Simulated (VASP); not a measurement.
Consider the following.

```
CELL_PARAMETERS angstrom
      0.00000     3.00027     3.00027
      3.00027     0.00000     3.00027
      3.00027     3.00027     0.00000
ATOMIC_POSITIONS crystal
  Hg 0.00000 0.00000 0.00000
  S  0.25000 0.25000 0.25000
```

Calculation: PBE GGA, VASP's PBE PAW potentials (set 64) (plane waves; VASP 6.6.1). Run with 520 eV cut-off, Gaussian smearing of 0.050 eV, potentials Hg S.

Question: Give the energies of bands 2 to 11 at the high-symmetry points, in eV from the Fermi level.

Answer: 
```tsv
band	Γ	X	U	L	W
2	-6.66	-6.49	-6.42	-6.48	-6.35
3	-6.66	-6.12	-6.22	-6.48	-6.25
4	-6.66	-6.12	-6.05	-5.83	-5.96
5	-5.89	-5.76	-5.83	-5.83	-5.94
6	-5.89	-5.52	-5.35	-5.55	-5.26
7	-0.55	-4.53	-4.71	-5.00	-4.75
8	0.00	-2.03	-2.52	-0.84	-2.42
9	0.00	-2.03	-1.64	-0.84	-2.07
10	0.00	3.11	3.21	1.56	3.60
11	6.13	3.58	4.77	6.78	5.38
```

It has no gap at this level: it comes out as a metal or semimetal.

The compound is HgS in the zinc blende structure, metacinnabar; cinnabar is the stable form. It was relaxed first, which changed the volume by +8 %.
